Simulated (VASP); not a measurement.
Consider the following.

```yaml
crystal:
  lattice:
    - [2.29839, -3.98093, 0.00000]
    - [2.29839, 3.98093, 0.00000]
    - [0.00000, 0.00000, 7.27175]
  atoms:
    - { symbol: Mg, position: [0.00000, 0.00000, 0.00000] }
    - { symbol: Mg, position: [0.33333, 0.66667, 0.63252] }
    - { symbol: Mg, position: [0.66667, 0.33333, 0.36748] }
    - { symbol: Sb, position: [0.33333, 0.66667, 0.22538] }
    - { symbol: Sb, position: [0.66667, 0.33333, 0.77462] }
```

These are PBE GGA, VASP's PBE PAW potentials (set 64) (plane waves; VASP) values and carry that method's errors. Numerical set-up: 500 eV cut-off, 6×6×3 Γ-centred mesh, Gaussian smearing of 0.050 eV, potentials Mg Sb.

**Question.** What does the run give for the energy per atom (σ→0)?

**Answer.** 
energy per atom (σ→0): -2.924 eV/atom

The compound is Mg3Sb2 in the a-la2o3 structure. It was relaxed first.
